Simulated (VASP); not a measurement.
Given:

```
CELL_PARAMETERS angstrom
      6.15326     0.00000     0.00000
      0.00000     6.15326     0.00000
      0.00000     0.00000     6.15326
ATOMIC_POSITIONS crystal
  Ga 0.00000 0.00000 0.00000
  Sb 0.24930 0.24930 0.24930
  Sb 0.75070 0.75070 0.24930
  Sb 0.75070 0.24930 0.75070
  Sb 0.24930 0.75070 0.75070
  Al 0.50000 0.50000 0.00000
  Al 0.50000 0.00000 0.50000
  Al 0.00000 0.50000 0.50000
```

Calculation: PBEsol GGA, VASP's PBE PAW potentials (set 64) (plane waves; VASP 6.6.1). Numerical set-up: 400 eV cut-off, Gaussian smearing of 0.050 eV, potentials Ga_d Sb Al.

Unless said otherwise, spin-orbit coupling is left out, though it shifts the bands of the heavy elements here.

Give the energies of bands 12 to 25 at the high-symmetry points, in eV from the valence-band maximum.

```json
[
 {"band": "12", "Γ": "-5.55", "X": "-3.52", "M": "-4.57", "R": "-5.49"},
 {"band": "13", "Γ": "-2.28", "X": "-3.22", "M": "-4.57", "R": "-5.49"},
 {"band": "14", "Γ": "-2.28", "X": "-3.14", "M": "-2.94", "R": "-0.98"},
 {"band": "15", "Γ": "-2.28", "X": "-3.10", "M": "-2.92", "R": "-0.98"},
 {"band": "16", "Γ": "-2.27", "X": "-2.83", "M": "-2.92", "R": "-0.98"},
 {"band": "17", "Γ": "-2.27", "X": "-2.83", "M": "-2.87", "R": "-0.94"},
 {"band": "18", "Γ": "-2.27", "X": "-1.49", "M": "-1.05", "R": "-0.94"},
 {"band": "19", "Γ": "0.00", "X": "-1.49", "M": "-1.03", "R": "-0.94"},
 {"band": "20", "Γ": "0.00", "X": "-1.41", "M": "-1.03", "R": "-0.94"},
 {"band": "21", "Γ": "0.00", "X": "-1.41", "M": "-1.01", "R": "-0.94"},
 {"band": "22", "Γ": "0.66", "X": "1.43", "M": "2.03", "R": "0.42"},
 {"band": "23", "Γ": "1.15", "X": "1.65", "M": "2.42", "R": "1.26"},
 {"band": "24", "Γ": "1.15", "X": "2.83", "M": "2.42", "R": "1.26"},
 {"band": "25", "Γ": "1.15", "X": "2.94", "M": "2.53", "R": "1.26"}
]
```

The gap is indirect, 0.42 eV, from the valence maximum at Γ to the conduction minimum at R.

The structure was generated: Al3GaSb4 was put into an ordered model structure (P-43m), which need not be its known phase. It was relaxed first.
